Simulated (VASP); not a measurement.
# CdSb2O4 (Fd-3m) in VASP: notebook, part 2 of 2

VASP 6.6.1.

**3. Relaxation of cell and atoms, PBE**

This run uses another cell than the first one, of 16.51 Å³/atom, 1.004 times its volume.

Input file INCAR:

```
PREC = Accurate
ENCUT = 520
EDIFF = 1E-7
ISMEAR = 0
SIGMA = 0.03
LREAL = False
LASPH = True
NELM = 120
ALGO = Normal
ISIF = 3
LWAVE = False
LCHARG = False
GGA = PE
IBRION = 2
NSW = 60
EDIFFG = -0.005
POTIM = 0.3
KPAR = 4
```

Input file KPOINTS:

```
Automatic mesh
0
Gamma
  4 4 4
```

Input file POSCAR:

```
CdSb2O4                                 
1.0
   -0.0000000000      4.8710525382      4.8710525382
    4.8710525382      0.0000000000      4.8710525382
    4.8710525382      4.8710525382      0.0000000000
  Cd              Sb              O             
     2     4     8
Direct
     0.7500000000000000    0.7500000000000000    0.7500000000000000
     0.5000000000000000    0.5000000000000000    0.5000000000000000
     0.6250000000000000    0.1250000000000000    0.1250000000000000
     0.1250000000000000    0.1250000000000000    0.6250000000000000
     0.1250000000000000    0.6250000000000000    0.1250000000000000
     0.1250000000000000    0.1250000000000000    0.1250000000000000
     0.8839206277675483    0.8839206277675483    0.8839206277675483
     0.8839206277675483    0.3482381166973482    0.8839206277675483
     0.3482381166973482    0.8839206277675483    0.8839206277675483
     0.8839206277675483    0.8839206277675483    0.3482381166973482
     0.9017618833026518    0.3660793722324517    0.3660793722324517
     0.3660793722324517    0.9017618833026518    0.3660793722324517
     0.3660793722324517    0.3660793722324517    0.3660793722324517
     0.3660793722324517    0.3660793722324517    0.9017618833026518
```

Potentials or basis: VASP PAW PBE potentials, release 64 (Cd, Sb, O).

Launch:

```bash
cat potpaw_PBE.64/Cd/POTCAR potpaw_PBE.64/Sb/POTCAR potpaw_PBE.64/O/POTCAR > POTCAR
mpirun -np 4 vasp_std > vasp.out
```

OUTCAR:

```text
PREC = Accurate
   ENCUT = 520
   EDIFF = 1E-7
   ISMEAR = 0
   LREAL = False
   LASPH = True
   NELM = 120
   ISIF = 3
   GGA = PE
   IBRION = 2
   NSW = 60
   EDIFFG = -0.005
   POTIM = 0.3

 ion  position               nearest neighbor table
   1  0.750  0.750  0.750-   7 2.26   8 2.26   9 2.26  10 2.26
   2  0.500  0.500  0.500-  11 2.26  12 2.26  13 2.26  14 2.26
   3  0.625  0.125  0.125-   7 2.35   8 2.35  10 2.35  12 2.35  13 2.35  14 2.35   6 3.44   4 3.44
                             5 3.44   4 3.44   5 3.44   6 3.44
   4  0.125  0.125  0.625-   7 2.35   8 2.35   9 2.35  11 2.35  12 2.35  13 2.35   6 3.44   3 3.44
                             5 3.44   6 3.44   5 3.44   3 3.44
   5  0.125  0.625  0.125-   7 2.35   9 2.35  10 2.35  11 2.35  13 2.35  14 2.35   6 3.44   4 3.44
                             3 3.44   4 3.44   6 3.44   3 3.44
   6  0.125  0.125  0.125-   8 2.35   9 2.35  10 2.35  11 2.35  12 2.35  14 2.35   3 3.44   4 3.44
                             5 3.44   4 3.44   5 3.44   3 3.44
   7  0.884  0.884  0.884-   1 2.26   3 2.35   4 2.35   5 2.35
   8  0.884  0.348  0.884-   1 2.26   3 2.35   4 2.35   6 2.35
   9  0.348  0.884  0.884-   1 2.26   4 2.35   5 2.35   6 2.35
  10  0.884  0.884  0.348-   1 2.26   3 2.35   5 2.35   6 2.35
  11  0.902  0.366  0.366-   2 2.26   4 2.35   5 2.35   6 2.35
  12  0.366  0.902  0.366-   2 2.26   3 2.35   4 2.35   6 2.35
  13  0.366  0.366  0.366-   2 2.26   3 2.35   4 2.35   5 2.35
  14  0.366  0.366  0.902-   2 2.26   3 2.35   5 2.35   6 2.35

  LATTYP: Found a face centered cubic cell.
 ALAT       =     9.7421050764

  Lattice vectors:

 A1 = (   0.0000000000,   4.8710525382,   4.8710525382)
 A2 = (   4.8710525382,   0.0000000000,   4.8710525382)
 A3 = (   4.8710525382,   4.8710525382,   0.0000000000)

Analysis of symmetry for initial positions (statically):
=====================================================================
 Subroutine PRICEL returns:
 Original cell was already a primitive cell.

 Routine SETGRP: Setting up the symmetry group for a
 face centered cubic supercell.

 Subroutine GETGRP returns: Found 48 space group operations
 (whereof 24 operations were pure point group operations)
 out of a pool of 48 trial point group operations.

The static configuration has the point symmetry T_d .
 The point group associated with its full space group is O_h .

Analysis of symmetry for dynamics (positions and initial velocities):
=====================================================================
 Subroutine PRICEL returns:
 Original cell was already a primitive cell.

 Routine SETGRP: Setting up the symmetry group for a
 face centered cubic supercell.

 Subroutine GETGRP returns: Found 48 space group operations
 (whereof 24 operations were pure point group operations)
 out of a pool of 48 trial point group operations.

The dynamic configuration has the point symmetry T_d .
 The point group associated with its full space group is O_h .

 Subroutine INISYM returns: Found 48 space group operations
[... 165 lines left out ...]
  external PRESSURE =      -0.0476285 kB  Pullay stress =       0.0000000 kB

 VOLUME and BASIS-vectors are now :
 -----------------------------------------------------------------------------
  energy-cutoff  :      520.00
  volume of cell :      231.15
      direct lattice vectors                 reciprocal lattice vectors
     0.000000000  4.871052538  4.871052538    -0.102647220  0.102647220  0.102647220
     4.871052538  0.000000000  4.871052538     0.102647220 -0.102647220  0.102647220
     4.871052538  4.871052538  0.000000000     0.102647220  0.102647220 -0.102647220

 POSITION                                       TOTAL-FORCE (eV/Angst)
 -----------------------------------------------------------------------------------
      7.30658      7.30658      7.30658        -0.000000     -0.000000     -0.000000
      4.87105      4.87105      4.87105        -0.000000     -0.000000     -0.000000
      1.21776      3.65329      3.65329        -0.000000     -0.000000     -0.000000
      3.65329      3.65329      1.21776        -0.000000     -0.000000     -0.000000
      3.65329      1.21776      3.65329        -0.000000     -0.000000     -0.000000
      1.21776      1.21776      1.21776        -0.000000     -0.000000     -0.000000
      8.61125      8.61125      8.61125        -0.004513     -0.004513     -0.004513
      6.00191      8.61125      6.00191         0.004513     -0.004513      0.004513
      8.61125      6.00191      6.00191        -0.004513      0.004513      0.004513
      6.00191      6.00191      8.61125         0.004513      0.004513     -0.004513
      3.56638      6.17572      6.17572         0.004513     -0.004513     -0.004513
      6.17572      3.56638      6.17572        -0.004513      0.004513     -0.004513
      3.56638      3.56638      3.56638         0.004513      0.004513      0.004513
      6.17572      6.17572      3.56638        -0.004513     -0.004513      0.004513
 -----------------------------------------------------------------------------------
    total drift:                                0.000000      0.000000      0.000000

  FREE ENERGIE OF THE ION-ELECTRON SYSTEM (eV)
  ---------------------------------------------------
  free  energy   TOTEN  =       -71.2393966536 eV

  energy  without entropy=      -71.2393966536  energy(sigma->0) =      -71.23939665

--------------------------------------- Ionic step        2  -------------------------------------------

 number of electron      92.0000015 magnetization

 Free energy of the ion-electron system (eV)
  ---------------------------------------------------
  ext. energy  EPLUGINS =         0.00000000
  ---------------------------------------------------
  free energy    TOTEN  =       -71.23940897 eV

  energy without entropy =      -71.23940897  energy(sigma->0) =      -71.23940897

 E-fermi :   5.0097     XC(G=0):  -9.9340

 val. band max:        4.8186508947   @ k =   0.5000   0.5000   0.0000
 cond. band min:       5.4181903487   @ k =   0.5000   0.0000   0.0000
 fundamental gap:      0.5995394539
 Fermi energy:         5.0096950450

 k-point     1 :       0.0000    0.0000    0.0000
  band No.  band energies     occupation
      1     -14.1135      2.00000
      2     -13.2829      2.00000
      3     -13.1350      2.00000
      4     -13.1350      2.00000
      5     -13.1350      2.00000
      6     -12.9115      2.00000
[... 453 lines left out ...]
     54       8.3136      0.00000
     55       9.2765      0.00000

------------------------ aborting loop because EDIFF is reached ----------------------------------------

  FORCE on cell =-STRESS in cart. coord.  units (eV):
  Direction    XX          YY          ZZ          XY          YZ          ZX
  --------------------------------------------------------------------------------------
  -------------------------------------------------------------------------------------
  Total       -0.0181081     -0.0181081     -0.0181081      0.0000000     -0.0000000      0.0000000
  in kB       -0.1255172     -0.1255172     -0.1255172      0.0000000     -0.0000000      0.0000000
  external PRESSURE =      -0.1255172 kB  Pullay stress =       0.0000000 kB

 VOLUME and BASIS-vectors are now :
 -----------------------------------------------------------------------------
  energy-cutoff  :      520.00
  volume of cell :      231.14
      direct lattice vectors                 reciprocal lattice vectors
    -0.000000000  4.870983334  4.870983334    -0.102648678  0.102648678  0.102648678
     4.870983334 -0.000000000  4.870983334     0.102648678 -0.102648678  0.102648678
     4.870983334  4.870983334 -0.000000000     0.102648678  0.102648678 -0.102648678

 POSITION                                       TOTAL-FORCE (eV/Angst)
 -----------------------------------------------------------------------------------
      7.30648      7.30648      7.30648         0.000000      0.000000      0.000000
      4.87098      4.87098      4.87098         0.000000      0.000000      0.000000
      1.21775      3.65324      3.65324         0.000000      0.000000      0.000000
      3.65324      3.65324      1.21775         0.000000      0.000000      0.000000
      3.65324      1.21775      3.65324         0.000000      0.000000      0.000000
      1.21775      1.21775      1.21775         0.000000      0.000000      0.000000
      8.61099      8.61099      8.61099        -0.002736     -0.002736     -0.002736
      6.00196      8.61099      6.00196         0.002736     -0.002736      0.002736
      8.61099      6.00196      6.00196        -0.002736      0.002736      0.002736
      6.00196      6.00196      8.61099         0.002736      0.002736     -0.002736
      3.56646      6.17550      6.17550         0.002736     -0.002736     -0.002736
      6.17550      3.56646      6.17550        -0.002736      0.002736     -0.002736
      3.56646      3.56646      3.56646         0.002736      0.002736      0.002736
      6.17550      6.17550      3.56646        -0.002736     -0.002736      0.002736
 -----------------------------------------------------------------------------------
    total drift:                                0.000000     -0.000000     -0.000000

  FREE ENERGIE OF THE ION-ELECTRON SYSTEM (eV)
  ---------------------------------------------------
  free  energy   TOTEN  =       -71.2394089683 eV

  energy  without entropy=      -71.2394089683  energy(sigma->0) =      -71.23940897

 reached required accuracy - stopping structural energy minimisation
```

Wall time 89 s (4 MPI ranks of Intel Xeon Platinum 8259CL at 2.50GHz (Skylake/Cascade Lake), shared host); peak memory 0.47 GiB.

What came out:

| Quantity | Value |
| --- | --- |
| Free energy | -71.2394 eV |
| Energy gained by relaxing | 0.0 meV/atom |
| Ionic steps | 2 |
| Pressure after relaxing | 0.0 GPa |
| Largest force after relaxing | 0.005 eV/Å |
| Band gap on the k mesh | 0.60 eV, indirect (least direct gap 0.88 eV) |

Forces in eV/Å, atoms in the order of the input:
```
Cd   0.000  0.000  0.000
Cd   0.000  0.000  0.000
Sb   0.000  0.000  0.000
Sb   0.000  0.000  0.000
Sb   0.000  0.000  0.000
Sb   0.000  0.000  0.000
O   -0.003 -0.003 -0.003
O    0.003 -0.003  0.003
O   -0.003  0.003  0.003
O    0.003  0.003 -0.003
O    0.003 -0.003 -0.003
O   -0.003  0.003 -0.003
O    0.003  0.003  0.003
O   -0.003 -0.003  0.003
```

Final structure:
```cif
data_structure
_symmetry_space_group_name_H-M 'P 1'
_symmetry_Int_Tables_number 1
_cell_length_a 6.8886
_cell_length_b 6.8886
_cell_length_c 6.8886
_cell_angle_alpha 60.000
_cell_angle_beta 60.000
_cell_angle_gamma 60.000
_cell_volume 231.14
loop_
_atom_site_label
_atom_site_type_symbol
_atom_site_fract_x
_atom_site_fract_y
_atom_site_fract_z
_atom_site_occupancy
Cd1 Cd 0.75000 0.75000 0.75000 1
Cd2 Cd 0.50000 0.50000 0.50000 1
Sb1 Sb 0.62500 0.12500 0.12500 1
Sb2 Sb 0.12500 0.12500 0.62500 1
Sb3 Sb 0.12500 0.62500 0.12500 1
Sb4 Sb 0.12500 0.12500 0.12500 1
O1 O 0.88391 0.88391 0.88391 1
O2 O 0.88391 0.34828 0.88391 1
O3 O 0.34828 0.88391 0.88391 1
O4 O 0.88391 0.88391 0.34828 1
O5 O 0.90172 0.36609 0.36609 1
O6 O 0.36609 0.90172 0.36609 1
O7 O 0.36609 0.36609 0.36609 1
O8 O 0.36609 0.36609 0.90172 1
```

Levels at points of the mesh, in eV from the valence-band top:
| k point | band 44 | band 45 | band 46 | band 47 | band 48 | band 49 |
| --- | --- | --- | --- | --- | --- | --- |
| (0.00, 0.00, 0.00) | -0.83 | -0.83 | -0.83 | 0.84 | 1.14 | 1.14 |
| (0.50, 0.00, 0.00) | -0.57 | -0.28 | -0.28 | 0.60 | 1.88 | 2.55 |
| (0.50, 0.50, 0.00) | -0.57 | 0.00 | 0.00 | 2.20 | 2.20 | 2.33 |

Caveat: spin-orbit coupling is left out, which moves the levels of the heavy elements. A k mesh can miss the band edges.

**4. Single point, r2SCAN**

This run uses another cell than the first one, of 16.51 Å³/atom, 1.004 times its volume.

Input file INCAR:

```
PREC = Accurate
ENCUT = 520
EDIFF = 1E-6
ISMEAR = 0
SIGMA = 0.03
LREAL = F
LASPH = T
NELM = 150
ALGO = Normal
ISIF = 2
LWAVE = F
LCHARG = F
METAGGA = R2SCAN
LMIXTAU = T
KPAR = 4
```

Input file KPOINTS:

```
regular mesh
0
Gamma
  4 4 4
```

Input file POSCAR:

```
CdSb2O4                                 
1.0
   -0.0000000000      4.8709833340      4.8709833340
    4.8709833340     -0.0000000000      4.8709833340
    4.8709833340      4.8709833340     -0.0000000000
  Cd              Sb              O             
     2     4     8
Direct
     0.7500000000000000    0.7500000000000000    0.7500000000000000
     0.5000000000000000    0.5000000000000000    0.5000000000000000
     0.6250000000000000    0.1250000000000000    0.1250000000000000
     0.1250000000000000    0.1250000000000000    0.6250000000000000
     0.1250000000000000    0.6250000000000000    0.1250000000000000
     0.1250000000000000    0.1250000000000000    0.1250000000000000
     0.8839072182981088    0.8839072182981088    0.8839072182981088
     0.8839072182981088    0.3482783451056736    0.8839072182981088
     0.3482783451056736    0.8839072182981088    0.8839072182981088
     0.8839072182981088    0.8839072182981088    0.3482783451056736
     0.9017216548943264    0.3660927817018912    0.3660927817018912
     0.3660927817018912    0.9017216548943264    0.3660927817018912
     0.3660927817018912    0.3660927817018912    0.3660927817018912
     0.3660927817018912    0.3660927817018912    0.9017216548943264
```

Launch:

```bash
cat potpaw_PBE.64/Cd/POTCAR potpaw_PBE.64/Sb/POTCAR potpaw_PBE.64/O/POTCAR > POTCAR
mpirun -np 4 vasp_std > vasp.out
```

Run time: 5.4 min. Hardware: 4 MPI ranks of Intel Xeon Platinum 8259CL at 2.50GHz (Skylake/Cascade Lake), shared host; peak memory 0.47 GiB.

The run converged. Its results:

- Free energy: -204.5381 eV
- Pressure: -3.3 GPa
- Largest force: 0.078 eV/Å
- Band gap on the k mesh: 0.77 eV, indirect (least direct gap 1.06 eV)

Forces in eV/Å, atoms in the order of the input:
```
Cd   0.000  0.000  0.000
Cd   0.000  0.000  0.000
Sb   0.000  0.000  0.000
Sb   0.000  0.000  0.000
Sb   0.000  0.000  0.000
Sb   0.000  0.000  0.000
O    0.045  0.045  0.045
O   -0.045  0.045 -0.045
O    0.045 -0.045 -0.045
O   -0.045 -0.045  0.045
O   -0.045  0.045  0.045
O    0.045 -0.045  0.045
O   -0.045 -0.045 -0.045
O    0.045  0.045 -0.045
```

Levels at points of the mesh, in eV from the valence-band top:
```
           k point  band 43  band 44  band 45  band 46  band 47  band 48  band 49  band 50
(0.00, 0.00, 0.00)    -2.87    -0.85    -0.85    -0.85     1.18     1.34     1.34     1.34
(0.50, 0.00, 0.00)    -1.04    -0.57    -0.29    -0.29     0.77     2.15     2.78     2.78
(0.50, 0.50, 0.00)    -0.60    -0.60     0.00     0.00     2.45     2.45     2.55     2.55
```

Caveat: the PAW data sets were made with another functional, which shifts forces and pressure a little; spin-orbit coupling is left out, which moves the levels of the heavy elements.
